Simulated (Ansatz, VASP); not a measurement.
## Two plane-wave programs on Sr2SO

```
Sr S O
1.0
     4.04324    0.00000    0.00000
     0.00000    4.04324    0.00000
     0.00000    0.00000    5.71800
Sr S O
2 1 1
Direct
  0.00000 0.00000 0.00000
  0.50000 0.50000 0.50000
  0.00000 0.00000 0.50000
  0.50000 0.50000 0.00000
```

The cell comes from a database or a generator and needn't be the stable form of this composition.

Alike in both runs: task single point; functional PBE; k mesh 4 × 4 × 4; occupations gaussian, width 0.1 eV; no spin polarisation.

|  | VASP | Ansatz |
| --- | --- | --- |
| version | VASP 6.6.1 | Ansatz 0.2.0 |
| potentials or method | VASP PAW PBE potentials, release 64 (Sr_sv, S, O) | scalar-relativistic, plane waves, PAW |
| plane-wave cutoff (eV) | 520 | 420 |
| valence electrons in the cell | 32 | 32 |

```tsv
	VASP	Ansatz	Ansatz less VASP
gap on the k mesh at the Fermi level (eV)	2.19	2.21	+0.022
least direct gap on the mesh (eV)	2.19	2.21	+0.022
pressure (GPa)	0.0	-0.2	-0.21
```

A k mesh can miss the band edges. PBE gaps usually lie below the measured ones, often by a third to a half.
